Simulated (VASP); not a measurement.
The system is MgSnO2.

```
Mg Sn O
1.0
     2.69201   -3.01694    0.00000
     2.69201    3.01694    0.00000
     0.00000    0.00000    3.96877
Mg Sn O
1 1 2
Direct
  0.50000 0.50000 0.00000
  0.00000 0.00000 0.50000
  0.76924 0.23076 0.00000
  0.23076 0.76924 0.00000
```

The cell was built by a generator and needn't be a form met in nature.

- Program: VASP 6.6.1
- Task: relaxation of cell and atoms
- Functional: PBE
- Potentials or basis: VASP PAW PBE potentials, release 64 (Mg, Sn_d, O)
- Cutoff: 520 eV
- k mesh: 4 × 4 × 4
- Occupations: gaussian, width 0.15 eV
- Spin: no spin polarisation

At the start: pressure 18.0 GPa; volume 16.12 Å³/atom.

Problem. Where does the relaxation end?

Solution. Over 15 steps the energy falls by 536.0 meV/atom and the volume is 16.87 Å³/atom (+4.7 %); space group Cmmm (No. 65, to 0.05 Å).

Step by step:
```tsv
step	energy change (eV)	largest force (eV/Å)	pressure (GPa)	volume (Å³)
1	0.0000	7.5194	17.97	64.47
2	-0.3924	0.5235	-15.29	80.88
3	-1.7186	0.2380	-7.63	71.23
4	-1.7553	0.0455	-6.53	70.59
5	-1.7764	0.3987	-4.48	69.48
6	-1.7771	0.3411	-5.04	69.61
7	-2.0448	0.1484	0.15	65.51
8	-2.0631	0.3100	1.64	64.37
9	-2.0636	0.3432	2.11	64.12
10	-2.1088	0.3169	0.83	65.17
11	-2.1175	0.2687	-0.64	66.28
12	-2.1193	0.2983	-0.40	66.00
13	-2.1349	0.0734	0.82	66.10
14	-2.1357	0.0074	1.17	66.13
15	-2.1439	0.0414	0.24	67.49
```

Final structure:
```yaml
crystal:
  lattice:
    - [2.97240, -3.27622, 0.00000]
    - [2.97240, 3.27622, 0.00000]
    - [0.00000, 0.00000, 3.46519]
  atoms:
    - { symbol: Mg, position: [0.50000, 0.50000, 0.00000] }
    - { symbol: Sn, position: [0.00000, 0.00000, 0.50000] }
    - { symbol: O, position: [0.79356, 0.20644, 0.00000] }
    - { symbol: O, position: [0.20644, 0.79356, 0.00000] }
```

Caveat: the k mesh is coarse (spacing up to 0.40 Å⁻¹), so the values aren't converged.
